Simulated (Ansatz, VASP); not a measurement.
# Two plane-wave programs on Ta4O

```xyz
5
Lattice="5.6796 0.0000 0.0000 -2.8398 4.9186 0.0000 0.0000 0.0000 3.8207" Properties=species:S:1:pos:R:3 pbc="T T T"
Ta    2.8399    0.0000    1.9103
Ta   -1.4200    2.4594    1.9103
Ta    1.4198    2.4592    1.9103
Ta    0.0000    0.0000    1.9103
O     0.0000    0.0000    0.0000
```

Alike in both runs: functional PBE; k mesh 6 × 6 × 4; occupations gaussian, width 0.1 eV; no spin polarisation.

Ansatz relaxed the structure, and its values are those at the end. VASP's run is a single point on that final structure, the one shown.

|  | VASP | Ansatz |
| --- | --- | --- |
| version | VASP 6.6.1 | Ansatz 0.2.0 |
| potentials or method | VASP PAW PBE potentials, release 64 (Ta_pv, O) | scalar-relativistic, plane waves, PAW |
| plane-wave cutoff (eV) | 520 | 420 |
| valence electrons in the cell | 50 | 58 |

VASP gave:

| Quantity | Value |
| --- | --- |
| gap on the k mesh at the Fermi level (eV) | none |
| pressure (GPa) | 0.2 |

What did Ansatz give for the same quantities?

gap on the k mesh at the Fermi level (eV): none; pressure (GPa): 0.1.

A gap of «none» marks a metal or a gap that the smearing closes. The two sets of potentials don't hold the same shells in valence.

Caveats: the k mesh is coarse (spacing up to 0.41 Å⁻¹), so the values aren't converged. Spin-orbit coupling is left out, which matters for the levels of Ta.
